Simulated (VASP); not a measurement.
Wanted: the native input for a VASP 6.6.1 run.

```yaml
Task: relaxation of cell and atoms
Functional: PBE
Potentials_or_basis: VASP PAW PBE potentials, release 64 (Ba_sv, V_sv, Tl_d, O)
Cutoff: 520 eV
k_mesh: 2 × 2 × 2
Occupations: gaussian, width 0.15 eV
Spin: collinear spin, ferromagnetic start
Starting_moments: "[0.0, 0.0, 2.0, 2.0, 2.0, 0.0, 0.0, 0.0, 0.0, 0.0, 0.0, 0.0, 0.0, 0.0, 0.0, 0.0, 0.0, 0.0, 0.0, 0.0, 0.0, 0.0] μB"
Further_INCAR_settings: PREC = Normal; LREAL = Auto; ALGO = Fast; EDIFF = 0.0001; IBRION = 2; EDIFFG = -0.08; NSW = 24; ISIF = 3
```

The structure of Ba2Tl5V3O12 lies in POSCAR:

```
Ba2Tl5V3O12
1.0
    7.4263650200      0.0000000000      0.0000000000
   -3.7131825100      6.4314207700      0.0000000000
    0.0000000000      0.0000000000      9.7405842600
Ba V Tl O
2 3 5 12
Direct
    0.3333333300      0.6666666700      0.5000000000
    0.6666666700      0.3333333300      0.5000000000
    0.5000000000      0.0000000000      0.5000000000
    0.0000000000      0.5000000000      0.5000000000
    0.5000000000      0.5000000000      0.5000000000
    0.3333333300      0.6666666700      0.7604507700
    0.6666666700      0.3333333300      0.7604507700
    0.6666666700      0.3333333300      0.2395492300
    0.3333333300      0.6666666700      0.2395492300
    0.0000000000      0.0000000000      0.5000000000
    0.2082202600      0.4164405200      0.3665014500
    0.5835594800      0.7917797400      0.3665014500
    0.2082202600      0.7917797400      0.3665014500
    0.7917797400      0.5835594800      0.3665014500
    0.4164405200      0.2082202600      0.3665014500
    0.7917797400      0.2082202600      0.3665014500
    0.4164405200      0.2082202600      0.6334985500
    0.7917797400      0.5835594800      0.6334985500
    0.7917797400      0.2082202600      0.6334985500
    0.5835594800      0.7917797400      0.6334985500
    0.2082202600      0.4164405200      0.6334985500
    0.2082202600      0.7917797400      0.6334985500
```

The cell was built by a generator and needn't be a form met in nature.

One way to write it, as run:

INCAR

```
  PREC = Normal
  ENCUT = 520
  EDIFF = 1E-4
  ISMEAR = 0
  SIGMA = 0.15
  LREAL = Auto
  LASPH = True
  NELM = 60
  ALGO = Fast
  ISIF = 3
  LWAVE = False
  LCHARG = False
  ISPIN = 2
  MAGMOM = 0 0 2 2 2 0 0 0 0 0 0 0 0 0 0 0 0 0 0 0 0 0
  LORBIT = 11
  LMAXMIX = 4
  GGA = PE
  IBRION = 2
  NSW = 24
  EDIFFG = -0.08
```

KPOINTS

```
Automatic mesh
0
Gamma
  2 2 2
```

Potentials or basis: VASP PAW PBE potentials, release 64 (Ba_sv, V_sv, Tl_d, O).

The run is started by

```bash
$ cat potpaw_PBE.64/Ba_sv/POTCAR potpaw_PBE.64/V_sv/POTCAR potpaw_PBE.64/Tl_d/POTCAR potpaw_PBE.64/O/POTCAR > POTCAR
$ mpirun -np 4 vasp_std > vasp.out
```

Results of the run:

```json
{
 "Relaxed volume": "28.01 Å³/atom",
 "Relaxed cell": "a = 8.271 Å, b = 8.271 Å, c = 10.403 Å, α = 90.00°, β = 90.00°, γ = 120.00°",
 "Space group after relaxing (to 0.05 Å)": "P6/mmm (No. 191)",
 "Energy gained by relaxing": "1150.7 meV/atom",
 "Ionic steps": "17",
 "Pressure after relaxing": "-0.1 GPa",
 "Largest force after relaxing": "0.068 eV/Å",
 "Band gap on the k mesh": "none (metal or under the smearing width)",
 "Net moment": "0.08 μB per cell",
 "Valence electrons inside the program's atomic spheres": "Ba 9.08; V 11.23; Tl 11.12, 11.04; O 4.84"
}
```

Caveat: the k mesh is coarse (spacing up to 0.49 Å⁻¹), so the values aren't converged; the volume moved by over 15 % at a fixed basis, so the end points are rough; semilocal functionals often make such compounds metallic where correlation or magnetic order opens a gap, which also shifts bond lengths; the relaxation stopped at a loose force limit of 0.08 eV/Å, so its end isn't a converged minimum.

Wall time 15 min on 4 MPI ranks on Intel(R) Xeon(R) 6975P-C (Granite Rapids), on a shared host, peak memory 0.27 GiB a rank.
